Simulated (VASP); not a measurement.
Computed with PBE GGA, VASP's PBE PAW potentials (set 64) (plane waves; VASP).

A VASP calculation is set up with these files.

**INCAR**
```
ALGO  =  Normal
PREC  =  Accurate
SYSTEM  =  CuGaSe2
EDIFF  =  1E-6   # SCF stop (eV)
LMAXMIX  =  4   # l cut-off of mixed one-centre charges
ENCUT  =  300
LASPH  =  .True.   # aspherical one-centre terms
LWAVE  =  .False.
LCHARG  =  .False.
ISYM  =  0
ISMEAR  =  -1   # Fermi-Dirac
NELM  =  100
LREAL  =  .False.   # projection in real space or not
SIGMA  =  0.05   # width (eV)
GGA  =  PE   # PBE
ISIF  =  2   # forces and stress, cell fixed
```

POSCAR:
```
CuGaSe2
1
   -2.7721820000     2.7721820000     5.4455330000
    2.7721820000    -2.7721820000     5.4455330000
    2.7721820000     2.7721820000    -5.4455330000
Ga Cu Se
2 2 4
Direct
  0.5000000000   0.5000000000   0.0000000000
  0.2500000000   0.7500000000   0.5000000000
  0.0000000000   0.0000000000   0.0000000000
  0.7500000000   0.2500000000   0.5000000000
  0.8750000000   0.8750000000   0.5000000000
  0.1250000000   0.6250000000   0.0000000000
  0.3750000000   0.3750000000   0.5000000000
  0.6250000000   0.1250000000   0.0000000000
```

### KPOINTS
```
Automatic
0
G
 4 4 4
```

POTCAR, in this order: Ga_d Cu Se (PBE.64 set). Program: vasp_std.

The resulting files:

### OSZICAR
```
       N       E                     dE             d eps       ncg     rms          rms(c)
DAV:   1     0.589671055169E+03    0.58967E+03   -0.23101E+04  3155   0.159E+03
DAV:   2     0.656853695215E+02   -0.52399E+03   -0.51043E+03  3188   0.439E+02
DAV:   3    -0.262574011973E+02   -0.91943E+02   -0.89637E+02  3999   0.174E+02
DAV:   4    -0.322710630167E+02   -0.60137E+01   -0.59555E+01  4261   0.443E+01
DAV:   5    -0.324591551529E+02   -0.18809E+00   -0.18764E+00  4392   0.837E+00    0.121E+01
DAV:   6    -0.324428345613E+02    0.16321E-01   -0.32450E+01  4295   0.839E+01    0.880E+00
DAV:   7    -0.307352779368E+02    0.17076E+01   -0.77194E+00  3960   0.634E+01    0.380E+00
DAV:   8    -0.309475348725E+02   -0.21226E+00   -0.34325E+00  4736   0.197E+01    0.301E+00
DAV:   9    -0.308346683915E+02    0.11287E+00   -0.96438E-01  4402   0.160E+01    0.446E-01
DAV:  10    -0.308376831415E+02   -0.30148E-02   -0.61133E-02  4416   0.358E+00    0.175E-01
DAV:  11    -0.308385009138E+02   -0.81777E-03   -0.94787E-03  4613   0.147E+00    0.113E-01
DAV:  12    -0.308385817814E+02   -0.80868E-04   -0.11318E-03  4624   0.777E-01    0.858E-02
DAV:  13    -0.308384577755E+02    0.12401E-03   -0.49328E-04  4440   0.413E-01    0.265E-02
DAV:  14    -0.308384740562E+02   -0.16281E-04   -0.19734E-04  4640   0.189E-01    0.992E-03
DAV:  15    -0.308384754621E+02   -0.14059E-05   -0.21883E-05  4552   0.112E-01    0.684E-03
DAV:  16    -0.308384750714E+02    0.39066E-06   -0.44662E-06  3293   0.356E-02
   1 F= -.30838475E+02 E0= -.30838342E+02  d E =-.265480E-03
```

OUTCAR:
```
------------------------ aborting loop because EDIFF is reached ----------------------------------------
  FORCE on cell =-STRESS in cart. coord.  units (eV):
  Direction    XX          YY          ZZ          XY          YZ          ZX
  --------------------------------------------------------------------------------------
  Total        5.9523767      5.9523388      6.0327849     -0.0001008     -0.0005029     -0.0005481
  in kB       56.9714304     56.9710677     57.7410341     -0.0009645     -0.0048134     -0.0052463
  external PRESSURE =      57.2278441 kB  Pullay stress =       0.0000000 kB
  volume of cell :      167.40
      direct lattice vectors                 reciprocal lattice vectors
    -2.772182000  2.772182000  5.445533000     0.000000000  0.180363338  0.091818377
     2.772182000 -2.772182000  5.445533000     0.180363338  0.000000000  0.091818377
     2.772182000  2.772182000 -5.445533000     0.180363338  0.180363338  0.000000000
 POSITION                                       TOTAL-FORCE (eV/Angst)
 -----------------------------------------------------------------------------------
      0.00000      0.00000      5.44553        -0.000038     -0.000013     -0.000048
      2.77218      0.00000      2.72277        -0.000020     -0.000050     -0.000039
      0.00000      0.00000      0.00000         0.000015      0.000013      0.000018
      0.00000      2.77218      2.72277         0.000013      0.000018      0.000026
      1.38609      1.38609      6.80692         0.415916      0.000056     -0.000093
      1.38609     -1.38609      4.08415         0.000014     -0.415908      0.000101
      1.38609      1.38609      1.36138        -0.415895     -0.000035     -0.000129
     -1.38609      1.38609      4.08415        -0.000004      0.415917      0.000164
 -----------------------------------------------------------------------------------
    total drift:                               -0.000017     -0.000033     -0.000032
  FREE ENERGIE OF THE ION-ELECTRON SYSTEM (eV)
  ---------------------------------------------------
  free  energy   TOTEN  =       -30.8384750714 eV

  energy  without entropy=      -30.8382095911  energy(sigma->0) =      -30.83834233
```
(Selected blocks of OUTCAR.)

At this cut-off the stress carries a Pulay error, which pulls relaxed volumes low.

The structure is a typed CuGaSe2 crystal. The cell was not relaxed at this level. The run is one of a series of settings (ISYM = 0 against the base run), some of them coarse on purpose.
